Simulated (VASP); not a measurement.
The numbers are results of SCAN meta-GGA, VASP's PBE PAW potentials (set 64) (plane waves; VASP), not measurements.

Input for VASP

**POSCAR**
```
Sn atom
12.0
  1.0000000000   0.0000000000   0.0000000000
  0.0000000000   1.0416666667   0.0000000000
  0.0000000000   0.0000000000   1.0833333333
Sn
1
direct
  0.0000000000   0.0000000000   0.0000000000
```

### INCAR
```
SYSTEM = Sn atom
PREC = Normal
ENCUT = 520
EDIFF = 1E-6
NELM = 200
ALGO = All
LREAL = .FALSE.
LASPH = .TRUE.
ISMEAR = 0
SIGMA = 0.01
METAGGA = SCAN
LMIXTAU = .TRUE.
LMAXMIX = 4
ISPIN = 2
MAGMOM = 2
LORBIT = 10
LWAVE = .FALSE.
LCHARG = .FALSE.
ISYM = 0
NUPDOWN = 2
```

**KPOINTS**
```
kpoints
0
G
  1 1 1
0 0 0
```

POTCAR, in this order: Sn_d (PBE.64 set). Program: vasp_gam. Read from the step before: WAVECAR.

What VASP printed:

OUTCAR:
```
 ion  position               nearest neighbor table
   1  0.000  0.000  0.000-
 Subroutine IBZKPT returns following result:
 Found      1 irreducible k-points:

 Following reciprocal coordinates:
            Coordinates               Weight
  0.000000  0.000000  0.000000      1.000000
   k-points           NKPTS =      1   k-points in BZ     NKDIM =      1   number of bands    NBANDS=     12
   number of dos      NEDOS =    301   number of ions     NIONS =      1
   total plane-waves  NPLWV = 392000
   dimension x,y,z NGX =    70 NGY =   70 NGZ =   80
   dimension x,y,z NGXF=   140 NGYF=  140 NGZF=  160
   ions per type =               1
   PREC   = normal    normal or accurate (medium, high low for compatibility)
   ISTART =      1    job   : 0-new  1-cont  2-samecut
   ICHARG =      0    charge: 1-file 2-atom 10-const
   ISPIN  =      2    spin polarized calculation?
   LNONCOLLINEAR =      F non collinear calculations
   LSORBIT =      F    spin-orbit coupling
   INIWAV =      1    electr: 0-lowe 1-rand  2-diag
   ENCUT  =  520.0 eV  38.22 Ry    6.18 a.u.  22.31 23.24 24.17*2*pi/ulx,y,z
   NELM   =    200;   NELMIN=  2; NELMDL=  0     # of ELM steps
   EDIFF  = 0.1E-05   stopping-criterion for ELM
   LREAL  =      F    real-space projection
...
```

File OSZICAR:
```
       N       E                     dE             d eps       ncg     rms           ort
SDA:   1    -0.323172369443E+02   -0.32317E+02    0.00000E+00    12   0.788E-01   0.000E+00
CGA:   2    -0.323388427095E+02   -0.21606E-01   -0.21699E-01    12   0.519E-01  -0.207E-02
SDA:   3    -0.323510198113E+02   -0.12177E-01   -0.16047E-01    12   0.124E+00  -0.640E-01
SDA:   4    -0.324274684014E+02   -0.76449E-01   -0.77908E-01    12   0.248E+00  -0.635E-01
CGA:   5    -0.324645949566E+02   -0.37127E-01   -0.34506E-01    12   0.548E-01  -0.135E-01
CGA:   6    -0.324821472011E+02   -0.17552E-01   -0.17284E-01    12   0.869E-02   0.240E-02
CGA:   7    -0.324855652939E+02   -0.34181E-02   -0.35417E-02    12   0.356E-02  -0.740E-03
CGA:   8    -0.324863989560E+02   -0.83366E-03   -0.83764E-03    12   0.120E-02  -0.191E-03
CGA:   9    -0.324867238350E+02   -0.32488E-03   -0.31559E-03    12   0.354E-03   0.260E-03
SDA:  10    -0.324868110041E+02   -0.87169E-04   -0.92214E-04    12   0.134E-03   0.153E-03
SDA:  11    -0.324868498473E+02   -0.38843E-04   -0.37023E-04    12   0.642E-04   0.533E-04
SDA:  12    -0.324868637285E+02   -0.13881E-04   -0.14609E-04    12   0.374E-04   0.382E-04
SDA:  13    -0.324868708856E+02   -0.71571E-05   -0.80394E-05    12   0.247E-04   0.275E-04
SDA:  14    -0.324868736687E+02   -0.27830E-05   -0.41990E-05    12   0.183E-04   0.200E-04
SDA:  15    -0.324868752885E+02   -0.16198E-05   -0.28016E-05    12   0.138E-04   0.151E-04
SDA:  16    -0.324868762555E+02   -0.96700E-06   -0.19460E-05    12   0.103E-04   0.113E-04
SDA:  17    -0.324868767518E+02   -0.49630E-06   -0.12477E-05    12   0.796E-05   0.863E-05
SDA:  18    -0.324868770467E+02   -0.29490E-06   -0.10264E-05    12   0.581E-05   0.644E-05
   1 F= -.32486877E+02 E0= -.32486877E+02  d E =-.804669E-22  mag=     2.0000
```

**OUTCAR**
```
------------------------ aborting loop because EDIFF is reached ----------------------------------------
  FORCE on cell =-STRESS in cart. coord.  units (eV):
  Direction    XX          YY          ZZ          XY          YZ          ZX
  --------------------------------------------------------------------------------------
  Total       -0.0314113     -0.0292203     -0.0144385     -0.0006767      0.0000443     -0.0002075
  in kB       -0.0258084     -0.0240083     -0.0118631     -0.0005560      0.0000364     -0.0001705
  external PRESSURE =      -0.0205600 kB  Pullay stress =       0.0000000 kB
  volume of cell :     1950.00
      direct lattice vectors                 reciprocal lattice vectors
    12.000000000  0.000000000  0.000000000     0.083333333  0.000000000  0.000000000
     0.000000000 12.500000000  0.000000000     0.000000000  0.080000000  0.000000000
     0.000000000  0.000000000 13.000000000     0.000000000  0.000000000  0.076923077
 POSITION                                       TOTAL-FORCE (eV/Angst)
 -----------------------------------------------------------------------------------
      0.00000      0.00000      0.00000        -0.000244      0.000437      0.000104
 -----------------------------------------------------------------------------------
    total drift:                               -0.000244      0.000437      0.000104
  FREE ENERGIE OF THE ION-ELECTRON SYSTEM (eV)
  ---------------------------------------------------
  free  energy   TOTEN  =       -32.4868770467 eV

  energy  without entropy=      -32.4868770467  energy(sigma->0) =      -32.48687705

 total charge

# of ion       s       p       d       tot
------------------------------------------
    1        1.319   0.779   9.916  12.014

 magnetization (x)

# of ion       s       p       d       tot
------------------------------------------
    1       -0.035   0.779  -0.005   0.738
```
(Selected blocks of OUTCAR.)

The atom may not be in its lowest state.

The cell is a free atom in a box.
